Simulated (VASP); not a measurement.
La2Zn7 (a cell with a defect), 9 atoms in the cell. The cell holds a defect, 9 atoms: a = 6.055 Å, b = 6.055 Å, c = 6.124 Å, α = 90.00°, β = 90.00°, γ = 116.83°. 

* Program: VASP 6.6.1
* Task: single point
* Functional: PBEsol
* Potentials or basis: VASP PAW PBE potentials, release 64 (La, Zn)
* Cutoff: 520 eV
* k mesh: 3 × 3 × 2
* Occupations: methfessel-paxton, width 0.15 eV
* Spin: no spin polarisation
* Dipole correction: no
* Further INCAR settings: ALGO = Fast; EDIFF = 1e-06; NBANDS = 63

Potentials or basis: VASP PAW PBE potentials, release 64 (La, Zn).

Launch:

```bash
$ cat potpaw_PBE.64/La/POTCAR potpaw_PBE.64/Zn/POTCAR > POTCAR
$ mpirun -np 1 vasp_std > vasp.out
```

Hardware: 1 thread of Intel(R) Xeon(R) Platinum 8488C (Sapphire Rapids) (shared host).

How long does it take, and how much memory?

Run time: 11 min on 1 thread of Intel(R) Xeon(R) Platinum 8488C (Sapphire Rapids), on a shared host, peak memory 0.38 GiB. Counts: scf iterations 39, k points 10.
